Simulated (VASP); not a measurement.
Computed with PBE GGA, VASP's PBE PAW potentials (set 64) (plane waves; VASP 6.6.1).

Input for VASP

File KPOINTS:
```
Automatic
0
gamma
  8 8 8
0 0 0
```

### POSCAR
```
Pt3Ti
1.0
  3.7714517564   0.0000000000   0.0000000000
  0.0000000000   3.7714517564   0.0000000000
  0.0000000000   0.0000000000   3.7714517564
Ti Pt
1 3
Cart
  0.0000000000   0.0000000000   0.0000000000
  0.0000000000   1.8857258782   1.8857258782
  1.8857258782   0.0000000000   1.8857258782
  1.8857258782   1.8857258782   0.0000000000
```

**INCAR**
```
ISIF = 3   # ions, shape and volume
ISMEAR = 1   # Methfessel-Paxton
ENCUT = 500   # plane-wave cut-off (eV)
LMAXMIX = 6
IBRION = 2   # conjugate gradients
SYSTEM = Pt3Ti
PREC = Accurate
LWAVE = .FALSE.
EDIFF = 1E-6   # SCF stop (eV)
LCHARG = .FALSE.
SIGMA = 0.1   # width (eV)
ALGO = Normal   # blocked Davidson
PSTRESS = 450
NSW = 40   # most ionic steps
EDIFFG = -0.02   # ionic stop
LASPH = .TRUE.   # aspherical one-centre terms
NELM = 100   # most electronic steps
LREAL = .FALSE.
GGA = PE   # PBE
```

POTCAR, in this order: Ti_sv Pt (PBE.64 set). Program: vasp_std.

What VASP printed:

OSZICAR:
```
       N       E                     dE             d eps       ncg     rms          rms(c)
DAV:   1     0.381432901396E+03    0.38143E+03   -0.21158E+04  1750   0.179E+03
DAV:   2     0.142302116828E+01   -0.38001E+03   -0.37290E+03  1898   0.452E+02
DAV:   3    -0.302114851446E+02   -0.31635E+02   -0.30286E+02  2512   0.112E+02
DAV:   4    -0.312013848617E+02   -0.98990E+00   -0.98610E+00  2077   0.208E+01
DAV:   5    -0.312307650233E+02   -0.29380E-01   -0.29363E-01  2473   0.348E+00    0.293E+01
DAV:   6    -0.295745494194E+02    0.16562E+01   -0.14733E+01  2473   0.303E+01    0.142E+01
DAV:   7    -0.296310713889E+02   -0.56522E-01   -0.23127E+01  2390   0.315E+01    0.130E+01
DAV:   8    -0.287251647537E+02    0.90591E+00   -0.17829E+00  2314   0.117E+01    0.501E+00
DAV:   9    -0.286522937200E+02    0.72871E-01   -0.22495E+00  2504   0.868E+00    0.277E+00
DAV:  10    -0.285853367383E+02    0.66957E-01   -0.43763E-01  2403   0.472E+00    0.445E-01
DAV:  11    -0.285885752188E+02   -0.32385E-02   -0.88704E-03  2380   0.796E-01    0.591E-01
DAV:  12    -0.285851533623E+02    0.34219E-02   -0.17501E-02  2390   0.912E-01    0.110E-01
DAV:  13    -0.285851595401E+02   -0.61778E-05   -0.26321E-04  2072   0.116E-01    0.836E-02
DAV:  14    -0.285851072041E+02    0.52336E-04   -0.26021E-04  2504   0.104E-01    0.132E-02
DAV:  15    -0.285851097006E+02   -0.24966E-05   -0.62145E-06  2164   0.168E-02    0.591E-03
DAV:  16    -0.285851098007E+02   -0.10005E-06   -0.19578E-07  1037   0.425E-03
   1 F= -.13518082E+02 E0= -.13518913E+02  d E =-.135181E+02
```

File OUTCAR:
```
------------------------ aborting loop because EDIFF is reached ----------------------------------------
  FORCE on cell =-STRESS in cart. coord.  units (eV):
  Direction    XX          YY          ZZ          XY          YZ          ZX
  --------------------------------------------------------------------------------------
  Total       15.0843890     15.0843890     15.0843890      0.0000000     -0.0000000      0.0000000
  in kB      450.5185075    450.5185075    450.5185075      0.0000000     -0.0000000      0.0000000
  external PRESSURE =       0.5185075 kB  Pullay stress =     450.0000000 kB
  volume of cell :       53.64
      direct lattice vectors                 reciprocal lattice vectors
     3.771451756  0.000000000  0.000000000     0.265149885  0.000000000  0.000000000
     0.000000000  3.771451756  0.000000000     0.000000000  0.265149885  0.000000000
     0.000000000  0.000000000  3.771451756     0.000000000  0.000000000  0.265149885
 POSITION                                       TOTAL-FORCE (eV/Angst)
 -----------------------------------------------------------------------------------
      0.00000      0.00000      0.00000         0.000000      0.000000      0.000000
      0.00000      1.88573      1.88573         0.000000      0.000000      0.000000
      1.88573      0.00000      1.88573         0.000000      0.000000      0.000000
      1.88573      1.88573      0.00000         0.000000      0.000000      0.000000
 -----------------------------------------------------------------------------------
    total drift:                                0.000000      0.000000      0.000000
  FREE ENERGIE OF THE ION-ELECTRON SYSTEM (eV)
  ---------------------------------------------------
  free  energy   TOTEN  =       -28.5851098007 eV

  energy  without entropy=      -28.5876050714  energy(sigma->0) =      -28.58594156
  enthalpy is  TOTEN    =       -13.5180815894 eV   P V=       15.0670282112

 reached required accuracy - stopping structural energy minimisation
```
(Selected blocks of OUTCAR.)

The compound is Pt3Ti in the L1_2 structure. It was relaxed first under an external pressure of 45 GPa.
